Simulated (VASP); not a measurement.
Consider the following.

```
CELL_PARAMETERS angstrom
      1.73551     1.00200     6.65711
     -1.73551     1.00200     6.65711
      0.00000    -2.00399     6.65711
ATOMIC_POSITIONS crystal
  Cr 0.00099 0.00099 0.00099
  Ag 0.15355 0.15355 0.15355
  S  0.73415 0.73415 0.73415
  S  0.27272 0.27272 0.27272
```

All values below come from PBEsol GGA, VASP's PBE PAW potentials (set 64) (plane waves; VASP). Run with 400 eV cut-off, Gaussian smearing of 0.050 eV, potentials Cr_pv Ag S.

The run has a spin-polarised start.

Question: Estimate the cell moment, band gap (along the path) with the smallest direct gap where there is one.

Answer: 
- band gap (along the path) = 0.49 eV
- smallest direct gap (along the path) = 0.81 eV
- cell moment = 3.00 μB

Only differences to runs with the same potentials and settings are physical.

The structure comes from a computed database's CrAgS2 entry (R3m); how it stands against other phases isn't given here. It was relaxed first, which changed the volume by -5 %.
